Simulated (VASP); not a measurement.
These are optB86b-vdW, VASP's PBE PAW potentials (set 64) (plane waves; VASP) values and carry that method's errors.

VASP ran on this input.

KPOINTS:
```
Automatic
0
gamma
  7 7 7
```

File POSCAR:
```
InAs
1.0
  0.0000000000   3.0300000000   3.0300000000
  3.0300000000   0.0000000000   3.0300000000
  3.0300000000   3.0300000000   0.0000000000
In As
1 1
Cart
  0.0000000000   0.0000000000   0.0000000000
  1.5150000000   1.5150000000   1.5150000000
```

### INCAR
```
SYSTEM = InAs
PREC = Accurate; ENCUT = 520; LREAL = .FALSE.
LASPH = .TRUE.
EDIFF = 1E-6; NELM = 100; ALGO = Normal
LMAXMIX = 4
ISMEAR = 0; SIGMA = 0.05
GGA = MK; LUSE_VDW = .TRUE.; AGGAC = 0.0
PARAM1 = 0.1234; PARAM2 = 1.0
IBRION = 2; NSW = 60; ISIF = 3
EDIFFG = -0.01
LWAVE = .FALSE.; LCHARG = .FALSE.
```

POTCAR, in this order: In_d As (PBE.64 set). Program: vasp_std.

Output of the run:

**OUTCAR**
```
 ion  position               nearest neighbor table
   1  0.000  0.000  0.000-   2 2.62   2 2.62   2 2.62   2 2.62
   2  0.250  0.250  0.250-   1 2.62   1 2.62   1 2.62   1 2.62
  LATTYP: Found a face centered cubic cell.
 ALAT       =     6.0600000000
 Subroutine PRICEL returns:
 Original cell was already a primitive cell.
 Subroutine GETGRP returns: Found 24 space group operations
The static configuration has the point symmetry T_d .
The dynamic configuration has the point symmetry T_d .
 Subroutine INISYM returns: Found 24 space group operations
 Subroutine IBZKPT returns following result:
 Found     20 irreducible k-points:

 Following reciprocal coordinates:
            Coordinates               Weight
  0.000000  0.000000  0.000000      1.000000
  0.142857  0.000000  0.000000      8.000000
  0.285714  0.000000  0.000000      8.000000
  0.428571  0.000000  0.000000      8.000000
  0.142857  0.142857  0.000000      6.000000
  0.285714  0.142857  0.000000     24.000000
  0.428571  0.142857  0.000000     24.000000
 -0.428571  0.142857  0.000000     24.000000
 -0.285714  0.142857  0.000000     24.000000
...
```

**OSZICAR**
```
       N       E                     dE             d eps       ncg     rms          rms(c)
DAV:   1     0.121625166520E+03    0.12163E+03   -0.86316E+03   520   0.150E+03
DAV:   2     0.535419685109E+01   -0.11627E+03   -0.11276E+03   525   0.331E+02
DAV:   3    -0.311632852114E+01   -0.84705E+01   -0.84066E+01   695   0.931E+01
DAV:   4    -0.333560012301E+01   -0.21927E+00   -0.21899E+00   600   0.167E+01
DAV:   5    -0.334398745080E+01   -0.83873E-02   -0.83871E-02   774   0.287E+00    0.415E+00
DAV:   6    -0.308391239249E+01    0.26008E+00   -0.47256E-01   770   0.130E+01    0.232E+00
DAV:   7    -0.305947128933E+01    0.24441E-01   -0.14150E-01   717   0.364E+00    0.686E-01
DAV:   8    -0.305960368883E+01   -0.13240E-03   -0.12791E-02   626   0.165E+00    0.207E-01
DAV:   9    -0.306005747548E+01   -0.45379E-03   -0.12206E-03   570   0.458E-01    0.122E-01
DAV:  10    -0.306012178894E+01   -0.64313E-04   -0.14192E-04   801   0.160E-01    0.801E-02
DAV:  11    -0.306014534851E+01   -0.23560E-04   -0.10101E-04   535   0.130E-01    0.733E-02
DAV:  12    -0.306014759005E+01   -0.22415E-05   -0.12781E-05   555   0.287E-02    0.133E-02
DAV:  13    -0.306014767614E+01   -0.86092E-07   -0.14788E-06   541   0.801E-03
   1 F= -.30601477E+01 E0= -.30600352E+01  d E =-.306015E+01
       N       E                     dE             d eps       ncg     rms          rms(c)
DAV:   1    -0.361185620836E+01   -0.55171E+00   -0.14775E+01   655   0.878E+01    0.430E+00
DAV:   2    -0.316128040667E+01    0.45058E+00   -0.91475E-01   625   0.222E+01    0.173E+00
DAV:   3    -0.307593617779E+01    0.85344E-01   -0.29665E-01   680   0.118E+01    0.690E-01
DAV:   4    -0.307530788556E+01    0.62829E-03   -0.12066E-02   570   0.127E+00    0.453E-01
DAV:   5    -0.307400726436E+01    0.13006E-02   -0.91100E-04   743   0.328E-01    0.253E-01
DAV:   6    -0.307378140896E+01    0.22586E-03   -0.41981E-04   712   0.244E-01    0.272E-02
DAV:   7    -0.307378047259E+01    0.93637E-06   -0.42786E-05   658   0.127E-01    0.197E-02
DAV:   8    -0.307378051842E+01   -0.45830E-07   -0.11935E-05   610   0.623E-02    0.320E-03
DAV:   9    -0.307378073829E+01   -0.21988E-06   -0.35993E-07   315   0.863E-03
   2 F= -.30737807E+01 E0= -.30736683E+01  d E =-.136331E-01
       N       E                     dE             d eps       ncg     rms          rms(c)
DAV:   1    -0.312687639650E+01   -0.53096E-01   -0.12557E+00   665   0.233E+01    0.142E+00
DAV:   2    -0.308367416644E+01    0.43202E-01   -0.95966E-02   625   0.785E+00    0.499E-01
DAV:   3    -0.307675055457E+01    0.69236E-02   -0.21672E-02   680   0.327E+00    0.264E-01
DAV:   4    -0.307667843690E+01    0.72118E-04   -0.84742E-04   530   0.300E-01    0.175E-01
DAV:   5    -0.307659010272E+01    0.88334E-04   -0.97190E-05   638   0.108E-01    0.669E-02
DAV:   6    -0.307659158432E+01   -0.14816E-05   -0.36244E-05   782   0.756E-02    0.150E-02
DAV:   7    -0.307658911415E+01    0.24702E-05   -0.45090E-06   620   0.366E-02    0.264E-03
DAV:   8    -0.307658910805E+01    0.61038E-08   -0.41719E-07   285   0.151E-02
   3 F= -.30765891E+01 E0= -.30764767E+01  d E =-.164414E-01
```

File OUTCAR:
```
------------------------ aborting loop because EDIFF is reached ----------------------------------------
  FORCE on cell =-STRESS in cart. coord.  units (eV):
  Direction    XX          YY          ZZ          XY          YZ          ZX
  --------------------------------------------------------------------------------------
  Total        0.0042502      0.0042502      0.0042502     -0.0000000     -0.0000000     -0.0000000
  in kB        0.1174767      0.1174767      0.1174767     -0.0000000     -0.0000000     -0.0000000
  external PRESSURE =       0.1174767 kB  Pullay stress =       0.0000000 kB
  volume of cell :       57.97
      direct lattice vectors                 reciprocal lattice vectors
    -0.000000000  3.071703848  3.071703848    -0.162776109  0.162776109  0.162776109
     3.071703848  0.000000000  3.071703848     0.162776109 -0.162776109  0.162776109
     3.071703848  3.071703848  0.000000000     0.162776109  0.162776109 -0.162776109
  FREE ENERGIE OF THE ION-ELECTRON SYSTEM (eV)
  ---------------------------------------------------
  free  energy   TOTEN  =        -3.0765891080 eV

  energy  without entropy=       -3.0763642359  energy(sigma->0) =       -3.07647667

 reached required accuracy - stopping structural energy minimisation
```
(Selected blocks of OUTCAR.)

File CONTCAR:
```
InAs
   1.00000000000000
    -0.0000000000000000    3.0717038475562486    3.0717038475562486
     3.0717038475562486    0.0000000000000000    3.0717038475562486
     3.0717038475562486    3.0717038475562486    0.0000000000000000
  In              As
     1     1
Direct
     0.0000000000000000    0.0000000000000000    0.0000000000000000
     0.2500000000000000    0.2500000000000000    0.2500000000000000
```

Energy and stress use the plane-wave basis of the starting cell.

The compound is InAs in the zinc blende structure. This run relaxes it. Symmetry was kept, so distortions that lower it aren't found.
